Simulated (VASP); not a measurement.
```yaml
crystal:
  lattice:
    - [0.00000, 2.44337, 2.44337]
    - [2.44337, 0.00000, 2.44337]
    - [2.44337, 2.44337, 0.00000]
  atoms:
    - { symbol: Gd, position: [0.00000, 0.00000, 0.00000] }
    - { symbol: N, position: [0.50000, 0.50000, 0.50000] }
```

Level of theory: vdW-DF-cx, VASP's PBE PAW potentials (set 64) (plane waves; VASP 6.6.1). Run with 520 eV cut-off, 13×13×13 Γ-centred mesh, first-order Methfessel-Paxton smearing of 0.10 eV, potentials Gd_3 N.

The 4f electrons are frozen in the core of the lanthanide potential, so 4f levels, which can set the real gap, and their magnetism are missing.

Give the stress tensor in GPa (positive for a compressed cell).

```
5.38  0.00  0.00
0.00  5.38  0.00
0.00  0.00  5.38
```
The pressure is its mean diagonal, 5.38 GPa.

The compound is GdN in the rock salt structure. This cell is one point of a volume scan, at 0.97 of the reference volume.
